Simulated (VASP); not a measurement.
VASP ran on this input.

POSCAR:
```
Bi
1
    4.1879596830    -2.2996722772    -0.0076543930
    4.1879596830     2.2996722772    -0.0076543930
    2.9320828765     0.0000000000     3.7723265333
Bi
2
Direct
  0.2359380081   0.2359380081   0.2359380081
  0.7640619919   0.7640619919   0.7640619919
```

### INCAR
```
SYSTEM = Bi
LMAXMIX = 4
LCHARG = .FALSE.
ALGO = Normal
AGGAC = 0.0
SIGMA = 0.1   # width (eV)
LWAVE = .FALSE.
ISIF = 4
PREC = Accurate
LUSE_VDW = .TRUE.
EDIFFG = -0.01   # ionic stop
LASPH = .TRUE.
PARAM2 = 1.0
LREAL = .FALSE.
ENCUT = 520   # plane-wave cut-off (eV)
NELM = 100   # most electronic steps
IBRION = 2   # conjugate gradients
ISMEAR = 1
NSW = 30   # most ionic steps
EDIFF = 1E-7   # SCF stop (eV)
GGA = MK
PARAM1 = 0.1234
```

KPOINTS:
```
Regular mesh
0
Gamma
10 10 10
0 0 0
```

POTCAR, in this order: Bi_d (PBE.64 set). Program: vasp_std.

Question: Write an equivalent input for Quantum ESPRESSO's pw.x.

Answer: One equivalent input (not run):
```
&CONTROL
  calculation = 'vc-relax'
  pseudo_dir = './pseudo'
  outdir = './out'
  tprnfor = .true.
  tstress = .true.
  nstep = 30
  forc_conv_thr = 0.00039
/
&SYSTEM
  ibrav = 0
  nat = 2
  ntyp = 1
  ecutwfc = 66
  occupations = 'smearing'
  smearing = 'methfessel-paxton'
  degauss = 0.00735
  input_dft = 'vdw-df-ob86'
/
&ELECTRONS
  conv_thr = 7.3e-09
  electron_maxstep = 100
/
&IONS
/
&CELL
  cell_dofree = 'shape'
/
ATOMIC_SPECIES
  Bi 208.980 Bi.upf
CELL_PARAMETERS angstrom
     4.1879597   -2.2996723   -0.0076544
     4.1879597    2.2996723   -0.0076544
     2.9320829    0.0000000    3.7723265
ATOMIC_POSITIONS crystal
  Bi   0.2359380  0.2359380  0.2359380
  Bi   0.7640620  0.7640620  0.7640620
K_POINTS automatic
  10 10 10 0 0 0
```
What does not carry over: the potentials are each code's own (VASP's PAW set, PseudoDojo norm-conserving files in pw.x), so ENCUT and ecutwfc are chosen apart and not converted; conv_thr bounds pw.x's estimated SCF error, while EDIFF bounds the energy change between steps; forc_conv_thr acts on force components and is met together with etot_conv_thr.

The compound is Bi in the a7 structure. This cell is one point of a volume scan, at 1.03 of the reference volume. Symmetry was kept, so distortions that lower it aren't found.
